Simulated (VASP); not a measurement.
Runs of VASP 6.6.1 on CdGe2. It takes space group Fd-3m (No. 227, cubic). The conventional cell has a = 8.035 Å, b = 8.035 Å, c = 8.035 Å, α = 90.00°, β = 90.00°, γ = 90.00°. Cd (site symmetry -43m) is surrounded by 12 Ge at 3.33 Å and 4 Cd at 3.48 Å. Ge (site symmetry -3m) is surrounded by 6 Ge at 2.84 Å. The cell was built by a generator and needn't be a form met in nature.

```tsv
task	cell	k mesh	cutoff (eV)	gap on the mesh (eV)	pressure (GPa)
single point	Fd-3m, 21.61 Å³/atom	8 × 8 × 8	520	none	0.1
single point	Fd-3m, 19.95 Å³/atom	4 × 4 × 4	520	none	7.2
relaxation of cell and atoms	relaxed	4 × 4 × 4	600	none	0.1
single point	Fd-3m, 22.28 Å³/atom	4 × 4 × 4	520	none	(a)
```

Alike in all rows: level PBE; potentials or basis VASP PAW PBE potentials, release 64 (Cd, Ge_d); no spin polarisation; smearing gaussian 0.1 eV.

Question: Fill in the values left out.

Answer: (a) -0.1.

A k mesh can miss the band edges, and the runs leave out spin-orbit coupling on Cd, Ge.

A gap of «none» marks a metal or a gap under the smearing width.
